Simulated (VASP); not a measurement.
Output of a VASP run:

File OSZICAR:
```
...
DAV:  10    -0.413442975750E+02    0.37160E+00   -0.19149E+00  2596   0.461E+01    0.249E+01
DAV:  11    -0.403218229558E+02    0.10225E+01   -0.10510E+00  2958   0.230E+01    0.205E+01
DAV:  12    -0.395084973994E+02    0.81333E+00   -0.99595E-01  2574   0.424E+01    0.201E+01
DAV:  13    -0.392631260846E+02    0.24537E+00   -0.10547E+00  3254   0.264E+01    0.198E+01
DAV:  14    -0.392799223010E+02   -0.16796E-01   -0.25237E-01  2904   0.120E+01    0.203E+01
DAV:  15    -0.392785025048E+02    0.14198E-02   -0.15884E-01  2920   0.167E+01    0.215E+01
DAV:  16    -0.392806535582E+02   -0.21511E-02   -0.26745E-02  2952   0.147E+00    0.210E+01
DAV:  17    -0.391993736713E+02    0.81280E-01   -0.31766E-02  2462   0.153E+01    0.179E+01
DAV:  18    -0.392796261598E+02   -0.80252E-01   -0.32327E-01  2742   0.201E+01    0.170E+01
DAV:  19    -0.393169860072E+02   -0.37360E-01   -0.33734E-02  3101   0.469E+00    0.170E+01
DAV:  20    -0.392063319040E+02    0.11065E+00   -0.72878E-02  2533   0.866E+00    0.144E+01
DAV:  21    -0.391615360584E+02    0.44796E-01   -0.17197E-02  2692   0.637E+00    0.126E+01
DAV:  22    -0.391586944943E+02    0.28416E-02   -0.69295E-03  3174   0.259E+00    0.121E+01
DAV:  23    -0.391590313662E+02   -0.33687E-03   -0.21026E-03  1990   0.233E-01    0.121E+01
DAV:  24    -0.391446284424E+02    0.14403E-01   -0.30427E-03  2814   0.258E+00    0.114E+01
DAV:  25    -0.391458037540E+02   -0.11753E-02   -0.31968E-03  2984   0.205E+00    0.113E+01
DAV:  26    -0.391447779831E+02    0.10258E-02   -0.27826E-03  3216   0.135E+00    0.108E+01
DAV:  27    -0.391282304959E+02    0.16547E-01   -0.12007E-02  2805   0.663E+00    0.821E+00
DAV:  28    -0.391237352203E+02    0.44953E-02   -0.59570E-03  3149   0.400E+00    0.704E+00
DAV:  29    -0.391100589197E+02    0.13676E-01   -0.70986E-03  2214   0.451E+00    0.457E+00
DAV:  30    -0.391070620136E+02    0.29969E-02   -0.71438E-03  2967   0.278E+00    0.342E+00
DAV:  31    -0.391047186253E+02    0.23434E-02   -0.25695E-03  2949   0.336E+00    0.214E+00
DAV:  32    -0.391047839872E+02   -0.65362E-04   -0.23560E-03  3198   0.625E-01    0.165E+00
DAV:  33    -0.391049755245E+02   -0.19154E-03   -0.56471E-04  2867   0.179E-01    0.147E+00
DAV:  34    -0.391045478201E+02    0.42770E-03   -0.18272E-04  2729   0.746E-01    0.973E-01
DAV:  35    -0.391041722102E+02    0.37561E-03   -0.33947E-04  2368   0.121E+00    0.577E-01
DAV:  36    -0.391040685298E+02    0.10368E-03   -0.25320E-04  3022   0.709E-01    0.330E-01
DAV:  37    -0.391040956661E+02   -0.27136E-04   -0.14680E-04  2901   0.608E-01    0.247E-01
DAV:  38    -0.391040845336E+02    0.11132E-04   -0.13005E-04  3249   0.287E-01    0.237E-01
DAV:  39    -0.391040513915E+02    0.33142E-04   -0.33634E-05  2805   0.697E-02    0.218E-01
DAV:  40    -0.391040132197E+02    0.38172E-04   -0.23678E-05  2709   0.645E-02    0.185E-01
DAV:  41    -0.391039884734E+02    0.24746E-04   -0.11916E-05  2520   0.328E-02    0.141E-01
DAV:  42    -0.391039787252E+02    0.97482E-05   -0.77311E-07  1007   0.448E-02    0.130E-01
DAV:  43    -0.391039632777E+02    0.15447E-04   -0.10780E-05  2231   0.426E-02    0.111E-01
DAV:  44    -0.391039470031E+02    0.16275E-04   -0.12121E-05  2310   0.688E-02    0.928E-02
DAV:  45    -0.391039312349E+02    0.15768E-04   -0.23672E-05  2768   0.451E-02    0.539E-02
DAV:  46    -0.391039235518E+02    0.76831E-05   -0.79496E-06  2114   0.761E-02    0.348E-02
DAV:  47    -0.391039209583E+02    0.25935E-05   -0.15175E-05  2702   0.318E-02    0.205E-02
DAV:  48    -0.391039208516E+02    0.10668E-06   -0.67465E-07  1001   0.126E-02
   1 F= -.39103921E+02 E0= -.39000333E+02  d E =-.207175E+00  mag=     2.6402
```

File OUTCAR:
```
------------------------ aborting loop because EDIFF is reached ----------------------------------------
  FORCE on cell =-STRESS in cart. coord.  units (eV):
  Direction    XX          YY          ZZ          XY          YZ          ZX
  --------------------------------------------------------------------------------------
  Total        9.6816030      9.6816030      9.6816030     -0.0000000      0.0000000     -0.0000000
  in kB      252.2512730    252.2512730    252.2512730     -0.0000000      0.0000000     -0.0000000
  external PRESSURE =     252.2512730 kB  Pullay stress =       0.0000000 kB
  volume of cell :       61.49
      direct lattice vectors                 reciprocal lattice vectors
     3.947070000  0.000000000  0.000000000     0.253352487  0.000000000  0.000000000
     0.000000000  3.947070000  0.000000000     0.000000000  0.253352487  0.000000000
     0.000000000  0.000000000  3.947070000     0.000000000  0.000000000  0.253352487
 POSITION                                       TOTAL-FORCE (eV/Angst)
 -----------------------------------------------------------------------------------
      0.00000      0.00000      0.00000         0.000000      0.000000      0.000000
      1.97354      1.97354      1.97354         0.000000      0.000000      0.000000
      0.00000      1.97354      1.97354         0.000000      0.000000      0.000000
      1.97354      1.97354      0.00000         0.000000      0.000000      0.000000
      1.97354      0.00000      1.97354         0.000000      0.000000      0.000000
 -----------------------------------------------------------------------------------
    total drift:                                0.000000      0.000000      0.000000
  FREE ENERGIE OF THE ION-ELECTRON SYSTEM (eV)
  ---------------------------------------------------
  free  energy   TOTEN  =       -39.1039208516 eV

  energy  without entropy=      -38.8967456144  energy(sigma->0) =      -39.00033323

 total charge

# of ion       s       p       d       f       tot
--------------------------------------------------
    1        2.032   5.756   0.257  11.368  19.413
    2        2.364   6.383   1.694  14.480  24.921
    3        1.596   3.516   0.000   0.000   5.112
    4        1.596   3.516   0.000   0.000   5.112
    5        1.596   3.516   0.000   0.000   5.112
--------------------------------------------------
tot          9.185  22.687   1.950  25.847  59.670

 magnetization (x)

# of ion       s       p       d       f       tot
--------------------------------------------------
    1       -0.001  -0.022   0.011   2.514   2.503
    2       -0.001   0.005  -0.003   0.028   0.030
    3        0.001   0.024   0.000   0.000   0.025
    4        0.001   0.024   0.000   0.000   0.025
    5        0.001   0.024   0.000   0.000   0.025
--------------------------------------------------
tot          0.000   0.056   0.009   2.542   2.608
```
(Selected blocks of OUTCAR.)

File POSCAR:
```
ErLuO3
1
    3.9470700000     0.0000000000     0.0000000000
    0.0000000000     3.9470700000     0.0000000000
    0.0000000000     0.0000000000     3.9470700000
Er Lu O
1 1 3
Direct
  0.0000000000   0.0000000000   0.0000000000
  0.5000000000   0.5000000000   0.5000000000
  0.0000000000   0.5000000000   0.5000000000
  0.5000000000   0.5000000000   0.0000000000
  0.5000000000   0.0000000000   0.5000000000
```

### Question
Reconstruct the remaining input files.

### Answer
This is not unique; one that fits is the input of the run itself, PBEsol GGA, plane waves, VASP's PBE PAW potentials (set 64).

**INCAR**
```
ALGO=Normal
EDIFF=1E-6
ENCUT=400
GGA=PS
ISIF=2
ISMEAR=-1
ISPIN=2
LASPH=.TRUE.
LCHARG=.FALSE.
LMAXMIX=6
LORBIT=11
LREAL=.FALSE.
LWAVE=.FALSE.
MAGMOM=3.0 0.0 0.0 0.0 0.0
NELM=100
PREC=Accurate
SIGMA=0.1
SYSTEM=ErLuO3
```

### KPOINTS
```
Automatic mesh
0
Gamma
5 5 5
0 0 0
```

POTCAR, in this order: Er Lu O (PBE.64 set). Program: vasp_std.

At this cut-off the stress carries a Pulay error, which pulls relaxed volumes low. The moments were started parallel, and other spin orders were not tried in this run.

The structure was generated: ErLuO3 was put into an ordered model structure, which need not be its known phase. The cell was not relaxed at this level, and its volume differs by -5.9 % from the start's. The k-mesh is coarse (spacing up to 0.32 per Å, 2π included), so the numbers may not be converged in it.
